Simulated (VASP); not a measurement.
Data:

```
InP
1.0
    0.00000     2.97433     2.97433
    2.97433     0.00000     2.97433
    2.97433     2.97433     0.00000
In P
1 1
Direct
  0.00000   0.00000   0.00000
  0.25000   0.25000   0.25000
```

The numbers are results of PBE GGA, VASP's PBE PAW potentials (set 64) (plane waves; VASP), not measurements. Run with 350 eV cut-off, Gaussian smearing of 0.050 eV, potentials In_d P.

Unless said otherwise, spin-orbit coupling is left out, though it shifts the bands of the heavy elements here.

Q: Give the energies of bands 7 to 12 at the high-symmetry points, in eV from the valence-band maximum.

A: 
```csv
band,Γ,X,U,L,W
7,0.00,-5.56,-5.43,-5.50,-5.42
8,0.00,-2.17,-3.10,-0.91,-2.77
9,0.00,-2.17,-1.81,-0.91,-2.72
10,0.47,1.84,2.38,1.39,4.20
11,4.09,2.26,4.30,4.80,4.29
12,4.09,8.94,7.39,4.80,5.46
```

The gap is direct, 0.47 eV, from the valence maximum at Γ to the conduction minimum at Γ.

Measured: gap 1.47 eV (computed value off by -1.00 eV), as given by Wei Chen et al., Physical Review Materials (2018), doi:10.1103/physrevmaterials.2.073803 [zero-point renormalisation of 0.05 eV added back (the table's ZPR column)].

The compound is InP in the zinc blende structure. It was relaxed first.
